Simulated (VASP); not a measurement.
Input:

```xyz
2
Lattice="2.8685 0.0000 0.0000 0.0000 2.8685 0.0000 0.0000 0.0000 2.8685" Properties=species:S:1:pos:R:3 pbc="T T T"
Al     1.4343     1.4343     1.4343
Fe     0.0000     0.0000     0.0000
```

Calculation: PW91 GGA, VASP's PBE PAW potentials (set 64) (plane waves; VASP 6.6.1). Numerical set-up: 520 eV cut-off, Gaussian smearing of 0.050 eV, potentials Al Fe.

**Question.** Give the energies of bands 1 to 8 at the high-symmetry points, in eV from the Fermi level.

**Answer.** 
| band | Γ | X | M | R |
|---|---|---|---|---|
| 1 | -10.26 | -6.07 | -4.68 | -3.29 |
| 2 | -2.19 | -5.84 | -2.23 | -3.29 |
| 3 | -2.19 | -1.53 | -1.95 | -3.29 |
| 4 | 0.17 | -0.83 | -1.95 | 0.92 |
| 5 | 0.17 | -0.83 | -0.58 | 0.92 |
| 6 | 0.17 | 0.30 | -0.58 | 3.19 |
| 7 | 6.57 | 1.31 | 0.88 | 3.19 |
| 8 | 6.57 | 8.85 | 3.60 | 3.19 |

It has no gap at this level: it comes out as a metal or semimetal.

The compound is FeAl in the CsCl type structure. It was relaxed first. The run is not spin-polarised, so no magnetic state was tried. The electron count is odd and the run is not spin-polarised, which forces a metal.
